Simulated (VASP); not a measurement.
All values below come from AM05 GGA, VASP's PBE PAW potentials (set 64) (plane waves; VASP).

VASP input:

POSCAR:
```
CuZn
1
    2.8812109556     0.0000000000     0.0000000000
    0.0000000000     2.8812109556     0.0000000000
    0.0000000000     0.0000000000     2.8812109556
Zn Cu
1 1
Direct
  0.5000000000   0.5000000000   0.5000000000
  0.0000000000   0.0000000000   0.0000000000
```

KPOINTS:
```
Automatic
0
G
  12 12 12
0 0 0
```

### INCAR
```
SYSTEM=CuZn
PREC=Accurate; ENCUT=520; LREAL=F
LASPH=T
EDIFF=1E-7; NELM=100; ALGO=Normal
LMAXMIX=4
ISMEAR=1; SIGMA=0.1
GGA=AM
ISIF=2
LWAVE=F; LCHARG=F
```

POTCAR, in this order: Zn Cu (PBE.64 set). Program: vasp_std.

The run wrote:

### OUTCAR
```
 ion  position               nearest neighbor table
   1  0.500  0.500  0.500-   2 2.50   2 2.50   2 2.50   2 2.50   2 2.50   2 2.50   2 2.50   2 2.50
  LATTYP: Found a simple cubic cell.
 ALAT       =     2.8812109556
 Subroutine PRICEL returns:
 Original cell was already a primitive cell.
 Subroutine GETGRP returns: Found 48 space group operations
The static configuration has the point symmetry O_h .
The dynamic configuration has the point symmetry O_h .
 Subroutine INISYM returns: Found 48 space group operations
 Subroutine IBZKPT returns following result:
 Found     84 irreducible k-points:

 Following reciprocal coordinates:
            Coordinates               Weight
  0.000000  0.000000  0.000000      1.000000
  0.083333  0.000000  0.000000      6.000000
  0.166667  0.000000  0.000000      6.000000
  0.250000  0.000000  0.000000      6.000000
  0.333333  0.000000  0.000000      6.000000
  0.416667  0.000000  0.000000      6.000000
  0.500000  0.000000  0.000000      3.000000
  0.083333  0.083333  0.000000     12.000000
  0.166667  0.083333  0.000000     24.000000
  0.250000  0.083333  0.000000     24.000000
  0.333333  0.083333  0.000000     24.000000
  0.416667  0.083333  0.000000     24.000000
  0.500000  0.083333  0.000000     12.000000
  0.166667  0.166667  0.000000     12.000000
  0.250000  0.166667  0.000000     24.000000
  0.333333  0.166667  0.000000     24.000000
  0.416667  0.166667  0.000000     24.000000
  0.500000  0.166667  0.000000     12.000000
  0.250000  0.250000  0.000000     12.000000
  0.333333  0.250000  0.000000     24.000000
  0.416667  0.250000  0.000000     24.000000
  0.500000  0.250000  0.000000     12.000000
  0.333333  0.333333  0.000000     12.000000
  0.416667  0.333333  0.000000     24.000000
  0.500000  0.333333  0.000000     12.000000
  0.416667  0.416667  0.000000     12.000000
  0.500000  0.416667  0.000000     12.000000
  0.500000  0.500000  0.000000      3.000000
  0.083333  0.083333  0.083333      8.000000
  0.166667  0.083333  0.083333     24.000000
  0.250000  0.083333  0.083333     24.000000
  0.333333  0.083333  0.083333     24.000000
  0.416667  0.083333  0.083333     24.000000
  0.500000  0.083333  0.083333     12.000000
  0.166667  0.166667  0.083333     24.000000
  0.250000  0.166667  0.083333     48.000000
  0.333333  0.166667  0.083333     48.000000
  0.416667  0.166667  0.083333     48.000000
  0.500000  0.166667  0.083333     24.000000
  0.250000  0.250000  0.083333     24.000000
   k-points           NKPTS =     84   k-points in BZ     NKDIM =     84   number of bands    NBANDS=     15
   number of dos      NEDOS =    301   number of ions     NIONS =      2
   total plane-waves  NPLWV =  13824
   dimension x,y,z NGX =    24 NGY =   24 NGZ =   24
   dimension x,y,z NGXF=    48 NGYF=   48 NGZF=   48
   ions per type =               1   1
   PREC   = accura    normal or accurate (medium, high low for compatibility)
   ISTART =      0    job   : 0-new  1-cont  2-samecut
   ICHARG =      2    charge: 1-file 2-atom 10-const
   ISPIN  =      1    spin polarized calculation?
   LNONCOLLINEAR =      F non collinear calculations
   LSORBIT =      F    spin-orbit coupling
   INIWAV =      1    electr: 0-lowe 1-rand  2-diag
   ENCUT  =  520.0 eV  38.22 Ry    6.18 a.u.   5.36  5.36  5.36*2*pi/ulx,y,z
   NELM   =    100;   NELMIN=  2; NELMDL= -5     # of ELM steps
   EDIFF  = 0.1E-06   stopping-criterion for ELM
   LREAL  =      F    real-space projection
   NLSPLINE    = F    spline interpolate recip. space projectors
   LMAXMIX     =    4 max onsite mixed and CHGCAR
   VOSKOWN=      0    Vosko Wilk Nusair interpolation
...
```

File OSZICAR:
```
       N       E                     dE             d eps       ncg     rms          rms(c)
DAV:   1     0.110204858856E+03    0.11020E+03   -0.11627E+04  2632   0.259E+03
DAV:   2    -0.379265778662E+01   -0.11400E+03   -0.11107E+03  2520   0.333E+02
DAV:   3    -0.691932940801E+01   -0.31267E+01   -0.31141E+01  3059   0.740E+01
DAV:   4    -0.694080748311E+01   -0.21478E-01   -0.21475E-01  2996   0.542E+00
DAV:   5    -0.694105819946E+01   -0.25072E-03   -0.25071E-03  3303   0.622E-01    0.106E+01
DAV:   6    -0.664833892528E+01    0.29272E+00   -0.19264E+01  2773   0.120E+02    0.624E+00
DAV:   7    -0.564220232530E+01    0.10061E+01   -0.43109E+00  2745   0.123E+02    0.258E+00
DAV:   8    -0.564488808592E+01   -0.26858E-02   -0.22465E-01  3215   0.651E+00    0.144E+00
DAV:   9    -0.563346609744E+01    0.11422E-01   -0.19859E-02  3163   0.375E+00    0.797E-02
DAV:  10    -0.563345344680E+01    0.12651E-04   -0.57052E-04  3116   0.283E-01    0.313E-02
DAV:  11    -0.563345694620E+01   -0.34994E-05   -0.13560E-05  3721   0.126E-01    0.851E-03
DAV:  12    -0.563345669359E+01    0.25262E-06   -0.25678E-06  3434   0.452E-02    0.211E-03
DAV:  13    -0.563345654451E+01    0.14907E-06   -0.22294E-07  2226   0.137E-02    0.532E-04
DAV:  14    -0.563345655803E+01   -0.13515E-07   -0.22563E-08  1624   0.288E-03
   1 F= -.56334566E+01 E0= -.56334380E+01  d E =-.555471E-04
```

### OUTCAR
```
------------------------ aborting loop because EDIFF is reached ----------------------------------------
  FORCE on cell =-STRESS in cart. coord.  units (eV):
  Direction    XX          YY          ZZ          XY          YZ          ZX
  --------------------------------------------------------------------------------------
  Total        0.7083177      0.7083177      0.7083177      0.0000000      0.0000000      0.0000000
  in kB       47.4475162     47.4475162     47.4475162      0.0000000      0.0000000      0.0000000
  external PRESSURE =      47.4475162 kB  Pullay stress =       0.0000000 kB
  volume of cell :       23.92
      direct lattice vectors                 reciprocal lattice vectors
     2.881210956  0.000000000  0.000000000     0.347076287  0.000000000  0.000000000
     0.000000000  2.881210956  0.000000000     0.000000000  0.347076287  0.000000000
     0.000000000  0.000000000  2.881210956     0.000000000  0.000000000  0.347076287
 POSITION                                       TOTAL-FORCE (eV/Angst)
 -----------------------------------------------------------------------------------
      1.44061      1.44061      1.44061         0.000000      0.000000      0.000000
      0.00000      0.00000      0.00000         0.000000      0.000000      0.000000
 -----------------------------------------------------------------------------------
    total drift:                                0.000000      0.000000     -0.000000
  FREE ENERGIE OF THE ION-ELECTRON SYSTEM (eV)
  ---------------------------------------------------
  free  energy   TOTEN  =        -5.6334565580 eV

  energy  without entropy=       -5.6334010109  energy(sigma->0) =       -5.63343804
```
(Selected blocks of OUTCAR.)

The compound is CuZn in the CsCl type structure. This cell is one point of a volume scan, at 0.97 of the reference volume. The electron count is odd and the run is not spin-polarised, which forces a metal.
